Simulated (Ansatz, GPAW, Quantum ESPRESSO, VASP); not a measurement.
## La₂O₃ (P-3m1, 5 atoms in the cell) computed with different codes at matched settings

Self-consistent single point.

```
La2O3
1.0
    1.92666    -3.33707     0.00000
    1.92666     3.33707     0.00000
    0.00000     0.00000     5.99514
La O
2 3
Direct
  0.33333   0.66667   0.24700
  0.66667   0.33333   0.75300
  0.00000   0.00000   0.00000
  0.33333   0.66667   0.64700
  0.66667   0.33333   0.35300
```

Shared settings, as Ansatz (a quantum-chemistry and plane-wave program) writes them: kpoints.mp_grid.grid = 7 7 4; scf.occupations.method = fermi_dirac; scf.occupations.width = 0.02 eV. Potentials and cutoffs stand in the table.

```tsv
code	model	pressure (GPa)	largest force (eV/Å)	gap on the mesh (eV)	cutoff
VASP	LDA (PZ), VASP's LDA PAW potentials (set 64)	-1.49	0.449	3.800	400 eV
GPAW	LDA (Perdew-Wang 92), GPAW PAW datasets LDA (gpaw-data 1.0.1)	–	0.477	3.808	900 eV
Ansatz	LDA (PW92), default PAW files made with PBE	1.62	0.443	3.800	420 eV
Quantum ESPRESSO	LDA (PZ), GBRV 1.5 ultrasoft (LDA) pseudopotentials	2.86	0.476	3.823	40 Ry
```

Size of the force on each atom (eV/Å): Sizes of forces hide their directions.

```tsv
code	La1	La2	O3	O4	O5
VASP	0.449	0.449	0.000	0.175	0.175
GPAW	0.477	0.477	0.000	0.176	0.176
Ansatz	0.443	0.443	0.000	0.171	0.171
Quantum ESPRESSO	0.476	0.476	0.000	0.176	0.176
```

A dash marks a value that a program does not give, or that is left out as unsure.

Gaps are read on the mesh.

The spread over the programs that give each value: pressure within 4.35 GPa; largest force within 0.034 eV/Å; gap on the mesh within 0.023 eV.

Ansatz's pressure is given at a fixed set of plane waves, as the other plane-wave codes print theirs; with its correction for the finite basis it is 2.25 GPa (the shift of 0.64 GPa shows how far the cutoff is from converged). The pressure of GPAW is left out: its cutoff lies under the one at which its stress was checked. The same LDA comes in different parametrisations, which differ slightly.

VASP's run is marked for a possible Pulay error in its stress at this cutoff; no cutoff test was made.

The starting cell has typed, rounded lattice constants, without a prior relaxation at this level. Its lattice was rescaled by a random factor within 2.5 % of one.

Left out of this page: CP2K and Elk (not drawn, or without a comparable value).

Keys are those of Ansatz 0.2.
